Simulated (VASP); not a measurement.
The input files of a VASP run:

INCAR:
```
SYSTEM = La2O3
PREC = Accurate
ENCUT = 520
EDIFF = 1E-6
NELM = 100
ALGO = Normal
LREAL = .FALSE.
LASPH = .TRUE.
ISMEAR = 0
SIGMA = 0.05
GGA = PE
IVDW = 13
LMAXMIX = 6
LWAVE = .FALSE.
LCHARG = .FALSE.
IBRION = 2
ISIF = 3
NSW = 60
EDIFFG = -0.02
```

KPOINTS:
```
K-points
0
gamma
6 6 4
```

### POSCAR
```
La2O3
1.0
  1.9598018511  -3.3944762893   0.0000000000
  1.9598018511   3.3944762893   0.0000000000
  0.0000000000   0.0000000000   6.1056469905
La O
2 3
direct
  0.3333330000   0.6666670000   0.2463370504
  0.6666670000   0.3333330000   0.7536629496
  0.0000000000   0.0000000000   0.0000000000
  0.3333330000   0.6666670000   0.6465512767
  0.6666670000   0.3333330000   0.3534487233
```

POTCAR, in this order: La O (PBE.64 set). Program: vasp_std.

Write an equivalent input for Ansatz.

One equivalent input (not run):
Ansatz 0.2 input:
```yaml
crystal:
  lattice:
    - [1.9598019, -3.3944763, 0.0000000]
    - [1.9598019, 3.3944763, 0.0000000]
    - [0.0000000, 0.0000000, 6.1056470]
  atoms:
    - { symbol: La, position: [0.3333330, 0.6666670, 0.2463371] }
    - { symbol: La, position: [0.6666670, 0.3333330, 0.7536629] }
    - { symbol: O, position: [0.0000000, 0.0000000, 0.0000000] }
    - { symbol: O, position: [0.3333330, 0.6666670, 0.6465513] }
    - { symbol: O, position: [0.6666670, 0.3333330, 0.3534487] }
kpoints:
  mp_grid: { grid: [6, 6, 4] }
hamiltonian:
  xc: pbe
  dispersion: d4
  pseudopotentials: { kind: paw }
scf:
  occupations: { method: gaussian, width: 0.05 }
  max_iter: 100
relax:
  max_steps: 60
  f_tol: 0.02
  cell: {}
output: { forces: true, stress: true, eigenvalues: true }
```
Limits of the translation: each code has its own PAW files, so the cut-off isn't converted (ENCUT is set for VASP's; basis.ecutwfc is left out, and Ansatz then takes the one that its files recommend); Ansatz stops its SCF on the density residual and VASP on the energy change (EDIFF).

The compound is La2O3 in the a-type structure. This run relaxes it. Symmetry was kept, so distortions that lower it aren't found. The start is the result of an earlier pass.
